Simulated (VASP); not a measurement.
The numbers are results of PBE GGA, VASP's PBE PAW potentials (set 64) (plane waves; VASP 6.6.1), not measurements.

VASP input:

### POSCAR
```
Ho
1.0
  3.5155100000   0.0000000000   0.0000000000
 -1.7577550000   3.0445200000   0.0000000000
  0.0000000000   0.0000000000  11.3111760000
Ho
4
Cart
  0.0000000000   0.0000000000   0.0000000000
  0.0000000000   0.0000000000   5.6555880000
 -0.0000017578   2.0296810148   2.8277940000
  1.7577567578   1.0148389852   8.4833820000
```

File KPOINTS:
```
Automatic mesh
0
Gamma
3 3 1
0 0 0
```

### INCAR
```
SYSTEM=Ho
LCHARG=.False.
ISPIN=2   # spin-polarised
SIGMA=0.1   # width (eV)
ALGO=Normal   # blocked Davidson
PREC=Accurate
LORBIT=11
ENCUT=300   # plane-wave cut-off (eV)
LWAVE=.False.
LMAXMIX=6
EDIFF=1E-6   # SCF stop (eV)
GGA=PE   # PBE
ISIF=2
MAGMOM=4.0 4.0 4.0 4.0
NELM=100   # most electronic steps
ISMEAR=-1
LASPH=.True.
LREAL=.False.
```

POTCAR, in this order: Ho (PBE.64 set). Program: vasp_std.

What VASP printed:

### OSZICAR
```
...
DAV:  12    -0.347833531022E+02    0.17762E+02   -0.17080E+01  1044   0.339E+01    0.960E+01
DAV:  13    -0.345597309372E+02    0.22362E+00   -0.46261E+00  1172   0.776E+00    0.887E+01
DAV:  14    -0.338848282136E+02    0.67490E+00   -0.54281E-01  1264   0.474E+00    0.882E+01
DAV:  15    -0.338820482932E+02    0.27799E-02   -0.14363E-01  1152   0.109E+00    0.889E+01
DAV:  16    -0.339069591946E+02   -0.24911E-01   -0.29417E-03  1224   0.445E-01    0.890E+01
DAV:  17    -0.348828741490E+02   -0.97591E+00   -0.10437E-01   958   0.108E+01    0.907E+01
DAV:  18    -0.294979231432E+02    0.53850E+01   -0.11352E+00   900   0.246E+01    0.767E+01
DAV:  19    -0.239693807266E+02    0.55285E+01   -0.92904E+00   876   0.276E+01    0.425E+01
DAV:  20    -0.242685582118E+02   -0.29918E+00   -0.16835E+00  1040   0.101E+01    0.373E+01
DAV:  21    -0.242406432123E+02    0.27915E-01   -0.37516E-01  1228   0.332E+00    0.367E+01
DAV:  22    -0.242481500707E+02   -0.75069E-02   -0.85341E-02  1170   0.105E+00    0.364E+01
DAV:  23    -0.242195899806E+02    0.28560E-01   -0.18026E-02  1084   0.102E+00    0.372E+01
DAV:  24    -0.240990728641E+02    0.12052E+00   -0.16699E-01   996   0.184E+00    0.379E+01
DAV:  25    -0.241271454962E+02   -0.28073E-01   -0.40931E-02  1052   0.984E-01    0.376E+01
DAV:  26    -0.241575965990E+02   -0.30451E-01   -0.87382E-01   892   0.303E+00    0.372E+01
DAV:  27    -0.243229050333E+02   -0.16531E+00   -0.95455E-02   952   0.154E+00    0.375E+01
DAV:  28    -0.242874608193E+02    0.35444E-01   -0.51431E-02  1078   0.124E+00    0.373E+01
DAV:  29    -0.242288948568E+02    0.58566E-01   -0.47945E-02   978   0.174E+00    0.369E+01
DAV:  30    -0.242497858720E+02   -0.20891E-01   -0.46252E-03  1196   0.505E-01    0.369E+01
DAV:  31    -0.242461931878E+02    0.35927E-02   -0.40304E-02  1092   0.181E+00    0.368E+01
DAV:  32    -0.242929614319E+02   -0.46768E-01   -0.21754E-01  1048   0.378E+00    0.361E+01
DAV:  33    -0.245748674263E+02   -0.28191E+00   -0.96767E-01   922   0.693E+00    0.359E+01
DAV:  34    -0.246115986611E+02   -0.36731E-01   -0.48107E-02   980   0.152E+00    0.359E+01
DAV:  35    -0.245399030646E+02    0.71696E-01   -0.20692E-02  1140   0.101E+00    0.359E+01
DAV:  36    -0.247582505608E+02   -0.21835E+00   -0.11730E-01  1056   0.268E+00    0.357E+01
DAV:  37    -0.244305203697E+02    0.32773E+00   -0.79197E-02   996   0.332E+00    0.355E+01
DAV:  38    -0.248798822880E+02   -0.44936E+00   -0.12533E+00   984   0.107E+01    0.356E+01
DAV:  39    -0.197936079995E+02    0.50863E+01   -0.80945E-01  1026   0.158E+01    0.358E+01
DAV:  40    -0.181069678321E+02    0.16866E+01   -0.73358E-01  1106   0.140E+01    0.311E+01
DAV:  41    -0.188370902863E+02   -0.73012E+00   -0.65950E-01  1090   0.975E+00    0.277E+01
DAV:  42    -0.175092030834E+02    0.13279E+01   -0.15360E-01  1112   0.310E+00    0.269E+01
DAV:  43    -0.170984911553E+02    0.41071E+00   -0.32760E-02  1224   0.154E+00    0.260E+01
DAV:  44    -0.166461178991E+02    0.45237E+00   -0.22224E-02  1028   0.290E+00    0.252E+01
DAV:  45    -0.140804082881E+02    0.25657E+01   -0.13437E-01  1098   0.876E+00    0.220E+01
DAV:  46    -0.169297681661E+02   -0.28494E+01   -0.90654E-02   974   0.649E+00    0.238E+01
DAV:  47    -0.206948530005E+02   -0.37651E+01   -0.26087E-01   946   0.817E+00    0.275E+01
DAV:  48    -0.226290650976E+02   -0.19342E+01   -0.54924E-01  1092   0.526E+00    0.328E+01
DAV:  49    -0.232281249295E+02   -0.59906E+00   -0.12809E-01  1138   0.361E+00    0.343E+01
DAV:  50    -0.224412771626E+02    0.78685E+00   -0.44888E-01   978   0.486E+00    0.300E+01
DAV:  51     0.331394641849E+01    0.25755E+02   -0.75932E+00   922   0.297E+01    0.356E+01
DAV:  52    -0.133003474023E+02   -0.16614E+02   -0.49940E-01  1026   0.175E+01    0.336E+01
DAV:  53    -0.141377180566E+02   -0.83737E+00   -0.26573E-01  1054   0.552E+00    0.301E+01
DAV:  54    -0.166476299208E+02   -0.25099E+01   -0.36161E-01  1050   0.469E+00    0.325E+01
DAV:  55    -0.170056048492E+02   -0.35797E+00   -0.11833E-01  1050   0.280E+00    0.320E+01
DAV:  56     0.129872317329E+03    0.14688E+03   -0.36803E+01   982   0.768E+01    0.138E+02
DAV:  57     0.107034810848E+03   -0.22838E+02   -0.31574E+00  1114   0.123E+01    0.141E+02
DAV:  58     0.105435639913E+03   -0.15992E+01   -0.52988E-01  1224   0.348E+00    0.146E+02
DAV:  59     0.105165169358E+03   -0.27047E+00   -0.57946E-02  1232   0.177E+00    0.145E+02
DAV:  60     0.918834549826E+02   -0.13282E+02   -0.17824E-01  1004   0.325E+00    0.110E+02
DAV:  61     0.232916218164E+03    0.14103E+03   -0.63815E+00  1030   0.398E+01    0.482E+02
DAV:  62     0.253958238333E+03    0.21042E+02   -0.35854E+00  1162   0.103E+01    0.729E+02
DAV:  63     0.254969557727E+03    0.10113E+01   -0.53619E-01  1180   0.331E+00    0.682E+02
DAV:  64     0.248280421113E+03   -0.66891E+01   -0.18817E-01  1172   0.499E+00    0.678E+02
DAV:  65     0.233425364868E+03   -0.14855E+02   -0.63591E-01  1094   0.694E+00    0.529E+02
DAV:  66     0.212723375989E+03   -0.20702E+02   -0.65944E+00   920   0.485E+01    0.232E+02
DAV:  67     0.238628874063E+02   -0.18886E+03   -0.10927E+01  1046   0.404E+01    0.626E+01
DAV:  68    -0.197736633223E+02   -0.43637E+02   -0.74448E+00  1130   0.290E+01    0.283E+01
DAV:  69    -0.213118694314E+02   -0.15382E+01   -0.25853E+00  1152   0.821E+00    0.221E+01
DAV:  70    -0.181185695016E+02    0.31933E+01   -0.46319E-01  1110   0.100E+01    0.213E+01
DAV:  71    -0.248804277113E+02   -0.67619E+01   -0.13987E+00   998   0.146E+01    0.191E+01
DAV:  72    -0.249861066205E+02   -0.10568E+00   -0.35849E-01  1234   0.679E+00    0.198E+01
DAV:  73    -0.250460030561E+02   -0.59896E-01   -0.31772E-01  1124   0.859E+00    0.202E+01
DAV:  74    -0.252204110987E+02   -0.17441E+00   -0.27000E-01  1160   0.105E+01    0.209E+01
DAV:  75    -0.255330859260E+02   -0.31267E+00   -0.15197E-01  1170   0.850E+00    0.212E+01
DAV:  76    -0.254293981310E+02    0.10369E+00   -0.21004E-01  1128   0.110E+01    0.192E+01
DAV:  77    -0.255725680302E+02   -0.14317E+00   -0.14063E-01  1200   0.535E+00    0.170E+01
DAV:  78    -0.255555244649E+02    0.17044E-01   -0.14845E-01  1112   0.724E+00    0.155E+01
DAV:  79    -0.254268324279E+02    0.12869E+00   -0.10807E-01  1140   0.678E+00    0.143E+01
DAV:  80    -0.255214012082E+02   -0.94569E-01   -0.12592E-01  1154   0.330E+00    0.145E+01
DAV:  81    -0.254984072635E+02    0.22994E-01   -0.78582E-02  1134   0.388E+00    0.144E+01
DAV:  82    -0.251947372107E+02    0.30367E+00   -0.64374E-02  1094   0.679E+00    0.142E+01
DAV:  83    -0.251164928862E+02    0.78244E-01   -0.13611E-01  1068   0.496E+00    0.171E+01
DAV:  84    -0.251647888732E+02   -0.48296E-01   -0.43348E-02  1164   0.123E+00    0.175E+01
DAV:  85    -0.252267415363E+02   -0.61953E-01   -0.13015E-02  1028   0.231E+00    0.165E+01
DAV:  86    -0.256212486276E+02   -0.39451E+00   -0.15356E+00   896   0.103E+01    0.345E+01
DAV:  87    -0.253578114894E+02    0.26344E+00   -0.15533E-01  1012   0.664E+00    0.297E+01
DAV:  88    -0.253206115422E+02    0.37200E-01   -0.36847E-02  1130   0.225E+00    0.296E+01
DAV:  89    -0.251871530030E+02    0.13346E+00   -0.73969E-02  1018   0.318E+00    0.256E+01
DAV:  90    -0.252671094340E+02   -0.79956E-01   -0.34474E-02  1046   0.239E+00    0.226E+01
DAV:  91    -0.252976178340E+02   -0.30508E-01   -0.17718E-01  1058   0.589E+00    0.192E+01
DAV:  92    -0.255191454044E+02   -0.22153E+00   -0.58929E-02  1162   0.560E+00    0.212E+01
DAV:  93    -0.257044330762E+02   -0.18529E+00   -0.14574E-01  1090   0.393E+00    0.253E+01
DAV:  94    -0.257603629421E+02   -0.55930E-01   -0.36013E-02  1036   0.161E+00    0.250E+01
DAV:  95    -0.257689814773E+02   -0.86185E-02   -0.58386E-03  1192   0.841E-01    0.250E+01
DAV:  96    -0.256848229690E+02    0.84159E-01   -0.43022E-01  1072   0.642E+00    0.215E+01
DAV:  97    -0.257348950144E+02   -0.50072E-01   -0.36433E-02   938   0.123E+00    0.216E+01
DAV:  98    -0.257675208109E+02   -0.32626E-01   -0.61188E-03  1150   0.108E+00    0.217E+01
DAV:  99    -0.255870029992E+02    0.18052E+00   -0.15527E-02  1036   0.308E+00    0.205E+01
DAV: 100    -0.255301628913E+02    0.56840E-01   -0.77038E-03  1048   0.158E+00
   1 F= -.25530163E+02 E0= -.25218968E+02  d E =-.622389E+00  mag=    14.1851
```

**OUTCAR**
```
------------------------ aborting loop EDIFF was not reached (unconverged)  ----------------------------
  FORCE on cell =-STRESS in cart. coord.  units (eV):
  Direction    XX          YY          ZZ          XY          YZ          ZX
  --------------------------------------------------------------------------------------
  Total       -1.1059141     -1.1059134    -33.4574259     -0.0000000      0.0000000      0.0000000
  in kB      -14.6358201    -14.6358108   -442.7801855     -0.0000000      0.0000000      0.0000000
  external PRESSURE =    -157.3506055 kB  Pullay stress =       0.0000000 kB
  volume of cell :      121.06
      direct lattice vectors                 reciprocal lattice vectors
     3.515510000  0.000000000  0.000000000     0.284453749  0.164229501  0.000000000
    -1.757755000  3.044520000  0.000000000     0.000000000  0.328459002  0.000000000
     0.000000000  0.000000000 11.311176000     0.000000000  0.000000000  0.088408137
 POSITION                                       TOTAL-FORCE (eV/Angst)
 -----------------------------------------------------------------------------------
      0.00000      0.00000      0.00000         0.000000      0.000000     -0.000000
      0.00000      0.00000      5.65559         0.000000      0.000000     -0.000000
     -0.00000      2.02968      2.82779        -0.000000      0.000000      0.000000
      1.75776      1.01484      8.48338         0.000000     -0.000000      0.000000
 -----------------------------------------------------------------------------------
    total drift:                                0.000000     -0.000000      0.000000
  FREE ENERGIE OF THE ION-ELECTRON SYSTEM (eV)
  ---------------------------------------------------
  free  energy   TOTEN  =       -25.5301628913 eV

  energy  without entropy=      -24.9077737083  energy(sigma->0) =      -25.21896830

 total charge

# of ion       s       p       d       f       tot
--------------------------------------------------
    1        2.126   5.716   0.534   9.808  18.184
    2        2.126   5.716   0.534   9.808  18.184
    3        2.125   5.704   0.551  10.133  18.513
    4        2.125   5.704   0.551  10.133  18.513
--------------------------------------------------
tot          8.502  22.840   2.171  39.881  73.393

 magnetization (x)

# of ion       s       p       d       f       tot
--------------------------------------------------
    1        0.005  -0.013   0.094   3.936   4.021
    2        0.005  -0.013   0.094   3.936   4.021
    3        0.006  -0.012   0.098   3.662   3.754
    4        0.006  -0.012   0.098   3.662   3.754
--------------------------------------------------
tot          0.023  -0.051   0.383  15.195  15.550
```
(Selected blocks of OUTCAR.)

File stdout:
```
...
DAV:  81    -0.254984072635E+02    0.22994E-01   -0.78582E-02  1134   0.388E+00    0.144E+01
DAV:  82    -0.251947372107E+02    0.30367E+00   -0.64374E-02  1094   0.679E+00    0.142E+01
DAV:  83    -0.251164928862E+02    0.78244E-01   -0.13611E-01  1068   0.496E+00    0.171E+01
DAV:  84    -0.251647888732E+02   -0.48296E-01   -0.43348E-02  1164   0.123E+00    0.175E+01
DAV:  85    -0.252267415363E+02   -0.61953E-01   -0.13015E-02  1028   0.231E+00    0.165E+01
DAV:  86    -0.256212486276E+02   -0.39451E+00   -0.15356E+00   896   0.103E+01    0.345E+01
DAV:  87    -0.253578114894E+02    0.26344E+00   -0.15533E-01  1012   0.664E+00    0.297E+01
DAV:  88    -0.253206115422E+02    0.37200E-01   -0.36847E-02  1130   0.225E+00    0.296E+01
DAV:  89    -0.251871530030E+02    0.13346E+00   -0.73969E-02  1018   0.318E+00    0.256E+01
DAV:  90    -0.252671094340E+02   -0.79956E-01   -0.34474E-02  1046   0.239E+00    0.226E+01
DAV:  91    -0.252976178340E+02   -0.30508E-01   -0.17718E-01  1058   0.589E+00    0.192E+01
DAV:  92    -0.255191454044E+02   -0.22153E+00   -0.58929E-02  1162   0.560E+00    0.212E+01
DAV:  93    -0.257044330762E+02   -0.18529E+00   -0.14574E-01  1090   0.393E+00    0.253E+01
DAV:  94    -0.257603629421E+02   -0.55930E-01   -0.36013E-02  1036   0.161E+00    0.250E+01
DAV:  95    -0.257689814773E+02   -0.86185E-02   -0.58386E-03  1192   0.841E-01    0.250E+01
DAV:  96    -0.256848229690E+02    0.84159E-01   -0.43022E-01  1072   0.642E+00    0.215E+01
DAV:  97    -0.257348950144E+02   -0.50072E-01   -0.36433E-02   938   0.123E+00    0.216E+01
DAV:  98    -0.257675208109E+02   -0.32626E-01   -0.61188E-03  1150   0.108E+00    0.217E+01
DAV:  99    -0.255870029992E+02    0.18052E+00   -0.15527E-02  1036   0.308E+00    0.205E+01
DAV: 100    -0.255301628913E+02    0.56840E-01   -0.77038E-03  1048   0.158E+00

 -----------------------------------------------------------------------------
|                                                                             |
|           W    W    AA    RRRRR   N    N  II  N    N   GGGG   !!!           |
|           W    W   A  A   R    R  NN   N  II  NN   N  G    G  !!!           |
|           W    W  A    A  R    R  N N  N  II  N N  N  G       !!!           |
|           W WW W  AAAAAA  RRRRR   N  N N  II  N  N N  G  GGG   !            |
|           WW  WW  A    A  R   R   N   NN  II  N   NN  G    G                |
|           W    W  A    A  R    R  N    N  II  N    N   GGGG   !!!           |
|                                                                             |
|     The electronic self-consistency was not achieved in the given           |
|     number of steps (NELM). The forces and other quantities evaluated       |
|     might not be reliable so examine the results carefully. If you find     |
|     spurious results, we suggest increasing NELM, if you were close to      |
|     convergence or switching to a different ALGO or adjusting the           |
|     density mixing parameters otherwise.                                    |
|                                                                             |
 -----------------------------------------------------------------------------

   1 F= -.25530163E+02 E0= -.25218968E+02  d E =-.622389E+00  mag=    14.1851
```

The run did not converge; its last values are not results.

At this cut-off the stress carries a Pulay error, which pulls relaxed volumes low.

The structure was generated: Ho was put into an ordered model structure, which need not be its known phase. The cell was not relaxed at this level. The k-mesh is coarse (spacing up to 0.69 per Å, 2π included), so the numbers may not be converged in it. The run is one of a series of settings (KPOINTS 3×3×1 Γ-centred mesh against the base run), some of them coarse on purpose.
